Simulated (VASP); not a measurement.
Here is the system:

```
CELL_PARAMETERS angstrom
      2.46361     0.00000     0.00000
     -1.23181     2.13355     0.00000
      0.00000     0.00000     4.09472
ATOMIC_POSITIONS crystal
  Cu 0.00000 0.00000 0.50000
  Ni 0.66667 0.33333 0.00000
```

These are PBEsol GGA, VASP's PBE PAW potentials (set 64) (plane waves; VASP 6.6.1) values and carry that method's errors. Run with 400 eV cut-off, Gaussian smearing of 0.050 eV, potentials Cu Ni.

Question: Predict the band gap (along the path) with the smallest direct gap where there is one.

Answer: 
```yaml
band gap (along the path): none (metal, semimetal or under 0.01 eV)
```

The structure comes from a computed database's CuNi entry (P-6m2); how it stands against other phases isn't given here. It was relaxed first. The run is not spin-polarised, so no magnetic state was tried. The electron count is odd and the run is not spin-polarised, which forces a metal.
